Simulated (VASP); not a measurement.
Data:

```
InSe
1.0
    4.04733     0.00000     0.00000
   -2.02366     3.50509     0.00000
    0.00000     0.00000    18.05206
In Se
4 4
Direct
  0.00000   0.00000   0.57739
  0.00000   0.00000   0.42261
  0.33333   0.66667   0.92261
  0.33333   0.66667   0.07739
  0.66667   0.33333   0.85300
  0.66667   0.33333   0.14700
  0.33333   0.66667   0.64702
  0.33333   0.66667   0.35298
```

Calculation: LDA (Ceperley-Alder, Perdew-Zunger), VASP's LDA PAW potentials (set 64) (plane waves; VASP 6.6.1). Settings: 300 eV cut-off, 5×5×1 Γ-centred mesh, Fermi-Dirac smearing of 0.010 eV, potentials In_d Se.

At this cut-off the stress carries a Pulay error, which pulls relaxed volumes low.

Question: Estimate the energy per atom (σ→0), pressure, largest force.

Answer: 
```
Item                           Result
---------------------  --------------
energy per atom (σ→0)  -4.134 eV/atom
pressure                    -2.34 GPa
largest force              0.129 eV/Å
```

Only differences to runs with the same potentials and settings are physical.

The structure comes from a computed database's InSe entry (P-6m2); how it stands against other phases isn't given here. The cell was not relaxed at this level.
